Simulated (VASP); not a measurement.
Output of a VASP run:

### OSZICAR
```
       N       E                     dE             d eps       ncg     rms          rms(c)
DAV:   1     0.868831164889E+02    0.86883E+02   -0.73993E+03  2408   0.142E+03
DAV:   2    -0.894155385632E+01   -0.95825E+02   -0.94123E+02  2476   0.370E+02
DAV:   3    -0.104264839845E+02   -0.14849E+01   -0.14300E+01  2508   0.542E+01
DAV:   4    -0.104375980969E+02   -0.11114E-01   -0.11112E-01  2476   0.473E+00
DAV:   5    -0.104377095490E+02   -0.11145E-03   -0.11145E-03  2502   0.495E-01    0.175E+01
DAV:   6    -0.901114158518E+01    0.14266E+01   -0.60581E+00  2410   0.365E+01    0.141E+00
DAV:   7    -0.899458807642E+01    0.16554E-01   -0.23472E-02  2414   0.268E+00    0.897E-01
DAV:   8    -0.898626648579E+01    0.83216E-02   -0.64526E-03  2436   0.133E+00    0.489E-02
DAV:   9    -0.898630713726E+01   -0.40651E-04   -0.64098E-05  2410   0.133E-01    0.270E-02
DAV:  10    -0.898630983110E+01   -0.26938E-05   -0.60933E-06  2432   0.302E-02    0.163E-03
DAV:  11    -0.898631059454E+01   -0.76344E-06   -0.13408E-07  1210   0.575E-03
   1 F= -.93037836E+01 E0= -.93040439E+01  d E =-.930378E+01
       N       E                     dE             d eps       ncg     rms          rms(c)
DAV:   1    -0.120536625369E+02   -0.30674E+01   -0.64863E+01  2400   0.138E+02    0.219E+01
DAV:   2    -0.899410902247E+01    0.30596E+01   -0.11091E+01  2406   0.540E+01    0.436E+00
DAV:   3    -0.894681851568E+01    0.47291E-01   -0.10421E-01  2408   0.464E+00    0.314E+00
DAV:   4    -0.893264310404E+01    0.14175E-01   -0.28849E-02  2404   0.250E+00    0.153E-01
DAV:   5    -0.893289813695E+01   -0.25503E-03   -0.96539E-04  2442   0.439E-01    0.950E-02
DAV:   6    -0.893281784222E+01    0.80295E-04   -0.50804E-05  2402   0.101E-01    0.952E-03
DAV:   7    -0.893281736180E+01    0.48042E-06   -0.12328E-06  1476   0.157E-02
   2 F= -.92894973E+01 E0= -.92900005E+01  d E =0.142863E-01
       N       E                     dE             d eps       ncg     rms          rms(c)
DAV:   1    -0.100164491198E+02   -0.10836E+01   -0.21827E+01  2400   0.857E+01    0.105E+01
DAV:   2    -0.900756711405E+01    0.10089E+01   -0.49054E+00  2404   0.315E+01    0.189E+00
DAV:   3    -0.899604903784E+01    0.11518E-01   -0.20520E-02  2400   0.225E+00    0.954E-01
DAV:   4    -0.899182855969E+01    0.42205E-02   -0.11036E-02  2402   0.154E+00    0.127E-01
DAV:   5    -0.899185825008E+01   -0.29690E-04   -0.40163E-04  2432   0.295E-01    0.284E-02
DAV:   6    -0.899184593788E+01    0.12312E-04   -0.46495E-05  2410   0.987E-02    0.469E-03
DAV:   7    -0.899184599653E+01   -0.58658E-07   -0.19356E-07  1214   0.712E-03
   3 F= -.93261650E+01 E0= -.93265783E+01  d E =-.223814E-01
       N       E                     dE             d eps       ncg     rms          rms(c)
DAV:   1    -0.899175634124E+01    0.89597E-04   -0.54843E-03  2400   0.132E+00    0.177E-01
DAV:   2    -0.899150518813E+01    0.25115E-03   -0.11134E-03  2404   0.492E-01    0.343E-02
DAV:   3    -0.899150263414E+01    0.25540E-05   -0.34276E-06  2344   0.263E-02    0.210E-02
DAV:   4    -0.899150092066E+01    0.17135E-05   -0.24291E-06  2176   0.221E-02    0.123E-03
DAV:   5    -0.899150077793E+01    0.14273E-06   -0.49166E-08  1200   0.341E-03
   4 F= -.93261675E+01 E0= -.93265793E+01  d E =-.223839E-01
```

### OUTCAR
```
------------------------ aborting loop because EDIFF is reached ----------------------------------------
  Edisp (eV):   -0.33467
  FORCE on cell =-STRESS in cart. coord.  units (eV):
  Direction    XX          YY          ZZ          XY          YZ          ZX
  --------------------------------------------------------------------------------------
  Total       0.00676     0.00676     0.00676    -0.00000    -0.00000     0.00000
  in kB       0.82172     0.82172     0.82172    -0.00000    -0.00000     0.00000
  external pressure =        0.82 kB  Pullay stress =        0.00 kB
  volume of cell :       13.17
      direct lattice vectors                 reciprocal lattice vectors
    -1.487859940  1.487859940  1.487859940     0.000000000  0.336053137  0.336053137
     1.487859940 -1.487859940  1.487859940     0.336053137  0.000000000  0.336053137
     1.487859940  1.487859940 -1.487859940     0.336053137  0.336053137  0.000000000
 POSITION                                       TOTAL-FORCE (eV/Angst)
 -----------------------------------------------------------------------------------
      1.48786      1.48786     -1.48786        -0.000000      0.000000      0.000000
 -----------------------------------------------------------------------------------
    total drift:                                0.000000      0.000000      0.000000
  FREE ENERGIE OF THE ION-ELECTRON SYSTEM (eV)
  ---------------------------------------------------
  free  energy   TOTEN  =        -9.3261675245 eV

  energy  without entropy=       -9.3274027934  energy(sigma->0) =       -9.32657928

 reached required accuracy - stopping structural energy minimisation
```
(Selected blocks of OUTCAR.)

POSCAR:
```
V
1
   -1.5150000000     1.5150000000     1.5150000000
    1.5150000000    -1.5150000000     1.5150000000
    1.5150000000     1.5150000000    -1.5150000000
V
1
Direct
  0.0000000000   0.0000000000   0.0000000000
```

Problem. Reconstruct the remaining input files.

Solution. This is not unique; one that fits is the input of the run itself, PBE GGA with D4 dispersion, plane waves, VASP's PBE PAW potentials (set 64).

### KPOINTS
```
Automatic mesh
0
Gamma
15 15 15
0 0 0
```

**INCAR**
```
# general
SYSTEM   =  V
PREC     =  Accurate
ENCUT    =  520
LREAL    =  .FALSE.
LASPH    =  .TRUE.

# electronic loop
EDIFF    =  1E-6
NELM     =  100
ALGO     =  Normal
LMAXMIX  =  4

# smearing
ISMEAR   =  1
SIGMA    =  0.1

# functional
GGA      =  PE
IVDW     =  13

# ions
IBRION   =  2
NSW      =  60
ISIF     =  3
EDIFFG   =  -0.01

# output
LWAVE    =  .FALSE.
LCHARG   =  .FALSE.
```

POTCAR, in this order: V_sv (PBE.64 set). Program: vasp_std.

Energy and stress use the plane-wave basis of the starting cell.

The compound is V in the bcc structure. This run relaxes it. Symmetry was kept, so distortions that lower it aren't found. The run is not spin-polarised, so no magnetic state was tried.
